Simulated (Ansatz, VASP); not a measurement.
**ZrPbO4 in VASP and in Ansatz**

```
Zr Pb O
1.0
     0.00000    3.30588    3.30588
     3.30588    0.00000    3.30588
     3.30588    3.30588    0.00000
Zr Pb O
1 1 4
Direct
  0.75000 0.75000 0.75000
  0.50000 0.50000 0.50000
  0.62953 0.12349 0.12349
  0.12349 0.62953 0.12349
  0.12349 0.12349 0.62953
  0.12349 0.12349 0.12349
```

Change from the starting cell: species swapped into the ErNi4Au type (F-43m, No. 216).

Alike in both runs: functional PBE; k mesh 4 × 4 × 4; occupations gaussian, width 0.1 eV; no spin polarisation.

Ansatz relaxed the structure, and its values are those at the end. VASP's run is a single point on that final structure, the one shown.

|  | VASP | Ansatz |
| --- | --- | --- |
| version | VASP 6.6.1 | Ansatz 0.2.0 |
| potentials or method | VASP PAW PBE potentials, release 64 (Zr_sv, Pb_d, O) | scalar-relativistic, plane waves, PAW |
| plane-wave cutoff (eV) | 520 | 420 |
| valence electrons in the cell | 50 | 50 |

|  | VASP | Ansatz | Ansatz less VASP |
| --- | --- | --- | --- |
| gap on the k mesh at the Fermi level (eV) | none | none | - |
| pressure (GPa) | -0.1 | 0.0 | +0.05 |

A gap of «none» marks a metal or a gap that the smearing closes. The functional is the same, so the differences come from potentials, cutoffs and numerics.

Caveats: the k mesh is coarse (spacing up to 0.41 Å⁻¹), so the values aren't converged. The runs have no spin-orbit coupling, so splittings on Pb are missing.
